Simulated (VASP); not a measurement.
Method: PBE GGA, VASP's PBE PAW potentials (set 64) (plane waves; VASP 6.6.1).

VASP ran on this input.

**INCAR**
```
! general
SYSTEM  = ZnO
PREC    = Accurate
ENCUT   = 400
LREAL   = .False.
LASPH   = .True.

! electronic loop
EDIFF   = 1E-6
NELM    = 100
ALGO    = Normal
LMAXMIX = 4

! smearing
ISMEAR  = -1
SIGMA   = 0.05

! functional
GGA     = PE

! ions
ISIF    = 2

! output
LWAVE   = .False.
LCHARG  = .False.
```

KPOINTS:
```
Regular mesh
0
gamma
3 3 2
```

File POSCAR:
```
ZnO
1
    1.5957500000    -2.7639200000     0.0000000000
    1.5957500000     2.7639200000     0.0000000000
    0.0000000000     0.0000000000     5.1162200000
Zn O
2 2
Direct
  0.6666670000   0.3333330000   0.5000000000
  0.3333330000   0.6666670000   0.0000000000
  0.6666670000   0.3333330000   0.8820000000
  0.3333330000   0.6666670000   0.3820000000
```

POTCAR, in this order: Zn O (PBE.64 set). Program: vasp_std.

The resulting files:

File OUTCAR:
```
 ion  position               nearest neighbor table
   1  0.667  0.333  0.500-   4 1.94   4 1.94   4 1.94   3 1.95
   2  0.333  0.667  0.000-   3 1.94   3 1.94   3 1.94   4 1.95
   3  0.667  0.333  0.882-   2 1.94   2 1.94   2 1.94   1 1.95
   4  0.333  0.667  0.382-   1 1.94   1 1.94   1 1.94   2 1.95
  LATTYP: Found a hexagonal cell.
 ALAT       =     3.1914999340
 C/A-ratio  =     1.6030769562
 Subroutine PRICEL returns:
 Original cell was already a primitive cell.
 Subroutine GETGRP returns: Found 12 space group operations
The static configuration has the point symmetry C_3v.
 The point group associated with its full space group is C_6v.
The dynamic configuration has the point symmetry C_3v.
 Subroutine INISYM returns: Found 12 space group operations
 Subroutine IBZKPT returns following result:
 Found      6 irreducible k-points:

 Following reciprocal coordinates:
            Coordinates               Weight
  0.000000  0.000000  0.000000      1.000000
  0.333333 -0.000000  0.000000      6.000000
  0.333333  0.333333  0.000000      2.000000
  0.000000  0.000000  0.500000      1.000000
  0.333333 -0.000000  0.500000      6.000000
  0.333333  0.333333  0.500000      2.000000
   k-points           NKPTS =      6   k-points in BZ     NKDIM =      6   number of bands    NBANDS=     22
   number of dos      NEDOS =    301   number of ions     NIONS =      4
   total plane-waves  NPLWV =  20736
   dimension x,y,z NGX =    24 NGY =   24 NGZ =   36
   dimension x,y,z NGXF=    48 NGYF=   48 NGZF=   72
   ions per type =               2   2
   PREC   = accura    normal or accurate (medium, high low for compatibility)
   ISTART =      0    job   : 0-new  1-cont  2-samecut
   ICHARG =      2    charge: 1-file 2-atom 10-const
   ISPIN  =      1    spin polarized calculation?
   LNONCOLLINEAR =      F non collinear calculations
   LSORBIT =      F    spin-orbit coupling
   INIWAV =      1    electr: 0-lowe 1-rand  2-diag
   ENCUT  =  400.0 eV  29.40 Ry    5.42 a.u.   5.20  5.20  8.34*2*pi/ulx,y,z
   NELM   =    100;   NELMIN=  2; NELMDL= -5     # of ELM steps
   EDIFF  = 0.1E-05   stopping-criterion for ELM
   LREAL  =      F    real-space projection
   NLSPLINE    = F    spline interpolate recip. space projectors
   LMAXMIX     =    4 max onsite mixed and CHGCAR
   VOSKOWN=      0    Vosko Wilk Nusair interpolation
   EDIFFG = 0.1E-04   stopping-criterion for IOM
   NSW    =      0    number of steps for IOM
   NBLOCK =      1;   KBLOCK =      1    inner block; outer block
   IBRION =     -1    ionic relax: 0-MD 1-quasi-New 2-CG
   NFREE  =      0    steps in history (QN), initial steepest desc. (CG)
   ISIF   =      2    stress and relaxation
   ISYM   =      2    0-nonsym 1-usesym 2-fastsym
   TEIN   =    0.0    initial temperature
   TEBEG  =    0.0;   TEEND  =   0.0 temperature during run
   SMASS  =  -3.00    Nose mass-parameter (am)
   PSTRESS=    0.0 pullay stress
   NELECT =      36.0000    total number of electrons
   EFERMI =   0.00;   METHOD = LEGACY
   ISMEAR =    -1;   SIGMA  =   0.05  broadening in eV -4-tet -1-fermi 0-gaus
   IALGO  =     38    algorithm
   LDIAG  =      T    sub-space diagonalisation (order eigenvalues)
   IMIX   =      4    mixing-type and parameters
     AMIX     =   0.40;   BMIX     =  1.00
     AMIX_MAG =   1.60;   BMIX_MAG =  1.00
     AMIN     =   0.10
   GGA     = PE    functional components
   VOSKOWN =     0    Vosko Wilk Nusair interpolation
   LHFCALC =     F    Hartree Fock is set to
   LHFONE  =     F    Hartree Fock one center treatment
   AEXX    =    0.0000 exact exchange contribution
   IVDW    =     0    specifies the selected vdW correction
   LEPSILON=     F    determine dielectric tensor
   LRPA    =     F    only Hartree local field effects (RPA)
  energy-cutoff  :      400.00
...
```

**OSZICAR**
```
       N       E                     dE             d eps       ncg     rms          rms(c)
DAV:   1     0.268957763513E+03    0.26896E+03   -0.16433E+04   272   0.207E+03
DAV:   2     0.513657009755E+01   -0.26382E+03   -0.25330E+03   294   0.412E+02
DAV:   3    -0.204433740388E+02   -0.25580E+02   -0.25405E+02   306   0.141E+02
DAV:   4    -0.208372626400E+02   -0.39389E+00   -0.39367E+00   294   0.189E+01
DAV:   5    -0.208403970143E+02   -0.31344E-02   -0.31343E-02   288   0.152E+00    0.164E+01
DAV:   6    -0.174200014357E+02    0.34204E+01   -0.11357E+01   440   0.690E+01    0.104E+01
DAV:   7    -0.176064506836E+02   -0.18645E+00   -0.27367E+00   264   0.179E+01    0.600E+00
DAV:   8    -0.176213605766E+02   -0.14910E-01   -0.70566E-01   402   0.899E+00    0.173E+00
DAV:   9    -0.175655394564E+02    0.55821E-01   -0.17338E-01   410   0.772E+00    0.309E-01
DAV:  10    -0.175690832722E+02   -0.35438E-02   -0.52776E-02   264   0.171E+00    0.170E-01
DAV:  11    -0.175689347964E+02    0.14848E-03   -0.17100E-03   394   0.708E-01    0.520E-02
DAV:  12    -0.175690086580E+02   -0.73862E-04   -0.26788E-04   284   0.367E-01    0.386E-02
DAV:  13    -0.175689977368E+02    0.10921E-04   -0.49061E-05   362   0.195E-01    0.121E-02
DAV:  14    -0.175689993436E+02   -0.16069E-05   -0.21576E-05   288   0.365E-02    0.560E-03
DAV:  15    -0.175689987517E+02    0.59197E-06   -0.17882E-06   198   0.201E-02
   1 F= -.17568999E+02 E0= -.17568981E+02  d E =-.350456E-04
```

File OUTCAR:
```
------------------------ aborting loop because EDIFF is reached ----------------------------------------
  FORCE on cell =-STRESS in cart. coord.  units (eV):
  Direction    XX          YY          ZZ          XY          YZ          ZX
  --------------------------------------------------------------------------------------
  Total        3.1770482      3.1770481      2.7041703      0.0000000     -0.0000000      0.0000000
  in kB      112.7885110    112.7885048     96.0008515      0.0000000     -0.0000000      0.0000000
  external PRESSURE =     107.1926224 kB  Pullay stress =       0.0000000 kB
  volume of cell :       45.13
      direct lattice vectors                 reciprocal lattice vectors
     1.595750000 -2.763920000  0.000000000     0.313332289 -0.180902486  0.000000000
     1.595750000  2.763920000  0.000000000     0.313332289  0.180902486  0.000000000
     0.000000000  0.000000000  5.116220000     0.000000000  0.000000000  0.195456802
  FREE ENERGIE OF THE ION-ELECTRON SYSTEM (eV)
  ---------------------------------------------------
  free  energy   TOTEN  =       -17.5689987517 eV

  energy  without entropy=      -17.5689637061  energy(sigma->0) =      -17.56898123
```
(Selected blocks of OUTCAR.)

File OUTCAR:
```
 val. band max:        1.7570228962   @ k =   0.0000   0.0000   0.0000

 cond. band min:       2.5939717262   @ k =   0.0000   0.0000   0.0000


 Fermi energy:         2.1938844674

 k-point     1 :       0.0000    0.0000    0.0000
  band No.  band energies     occupation
      1     -16.7884      2.00000
      2     -15.9729      2.00000
      3      -4.3141      2.00000
      4      -4.2541      2.00000
      5      -4.2541      2.00000
      6      -4.1602      2.00000
      7      -4.0536      2.00000
      8      -4.0536      2.00000
      9      -2.8998      2.00000
     10      -2.8998      2.00000
     11      -2.6590      2.00000
     12      -2.6590      2.00000
     13      -2.3509      2.00000
     14       0.9056      2.00000
     15       0.9056      2.00000
     16       1.6339      1.99997
     17       1.7570      1.99968
     18       1.7570      1.99968
     19       2.5940      0.00067
     20       7.1111      0.00000
     21      10.1684      0.00000
     22      14.8317      0.00000

 k-point     2 :       0.3333   -0.0000    0.0000
  band No.  band energies     occupation
      1     -16.2565      2.00000
      2     -15.7874      2.00000
      3      -4.6320      2.00000
      4      -4.2426      2.00000
      5      -4.0078      2.00000
      6      -3.8115      2.00000
      7      -3.5940      2.00000
      8      -3.4968      2.00000
      9      -3.0263      2.00000
     10      -2.8183      2.00000
     11      -2.6210      2.00000
     12      -2.5108      2.00000
     13      -2.1981      2.00000
     14      -1.5467      2.00000
     15      -0.6039      2.00000
     16      -0.2634      2.00000
     17       0.8596      2.00000
     18       1.0747      2.00000
     19       6.1495      0.00000
     20       9.4899      0.00000
     21       9.7763      0.00000
     22      10.7747      0.00000

 k-point     3 :       0.3333    0.3333    0.0000
  band No.  band energies     occupation
      1     -15.8353      2.00000
...
```

At this cut-off the stress carries a Pulay error, which pulls relaxed volumes low.

The structure is a typed ZnO crystal (P6_3mc). The cell was not relaxed at this level. The k-mesh is coarse (spacing up to 0.76 per Å, 2π included), so the numbers may not be converged in it. The run is one of a series of settings (KPOINTS 3×3×2 Γ-centred mesh against the base run), some of them coarse on purpose.
